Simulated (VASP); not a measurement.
```yaml
crystal:
  lattice:
    - [0.00000, 2.83099, 2.83099]
    - [2.83099, 0.00000, 2.83099]
    - [2.83099, 2.83099, 0.00000]
  atoms:
    - { symbol: Ag, position: [0.00000, 0.00000, 0.00000] }
    - { symbol: Cl, position: [0.50000, 0.50000, 0.50000] }
```

Computed with HSE06 screened hybrid, VASP's PBE PAW potentials (set 64) (plane waves; VASP). Run with 520 eV cut-off, 6×6×6 Γ-centred mesh, Gaussian smearing of 0.050 eV, potentials Ag Cl.

Predict the energy per atom (σ→0), pressure, band gap (on the k-mesh) with the smallest direct gap where there is one.

```json
{
 "band gap (on the k-mesh)": "2.44 eV",
 "smallest direct gap (on the k-mesh)": "4.41 eV",
 "energy per atom (σ→0)": "-3.328 eV/atom",
 "pressure": "-1.38 GPa"
}
```

The compound is AgCl in the rock salt structure. This cell is one point of a volume scan, at 1.03 of the reference volume. The cell's shape comes from a PBE relaxation.
